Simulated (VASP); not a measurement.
Consider the following.

```xyz
4
Lattice="5.6247 -1.6602 -0.1199 5.6247 1.6602 -0.1199 -0.6966 0.0000 5.1295" Properties=species:S:1:pos:R:3 pbc="T T T"
Mg     6.7252     0.0000     1.3164
Mg     3.8276     0.0000     3.5733
Sb     9.6851     0.0000     0.9106
Sb     0.8677     0.0000     3.9790
```

Computed with PBEsol GGA, VASP's PBE PAW potentials (set 64) (plane waves; VASP). Settings: 400 eV cut-off, Gaussian smearing of 0.050 eV, potentials Mg Sb.

Problem. Give the energies of bands 3 to 10 at the high-symmetry points, in eV from the Fermi level.

Solution. 
| band | Γ | C | Y2 | M2 | D | A | V2 |
|---|---|---|---|---|---|---|---|
| 3 | -4.78 | -5.47 | -3.97 | -6.26 | -4.65 | -4.52 | -5.28 |
| 4 | -4.06 | -3.65 | -3.65 | -5.93 | -4.53 | -4.35 | -4.18 |
| 5 | -2.15 | -1.86 | -2.79 | -0.53 | -3.54 | -3.09 | -1.81 |
| 6 | -1.65 | -1.50 | -2.63 | 1.09 | -3.07 | -2.81 | -1.50 |
| 7 | 0.04 | -1.05 | 1.72 | 2.35 | -0.83 | 2.68 | -0.80 |
| 8 | 0.70 | -0.25 | 1.92 | 2.70 | 0.36 | 3.27 | -0.26 |
| 9 | 2.77 | 1.15 | 1.93 | 3.08 | 0.46 | 3.35 | 1.08 |
| 10 | 2.83 | 1.75 | 4.07 | 3.88 | 1.57 | 3.57 | 1.86 |

It has no gap at this level: it comes out as a metal or semimetal.

The structure comes from a computed database's MgSb entry (C2/m); how it stands against other phases isn't given here. It was relaxed first.
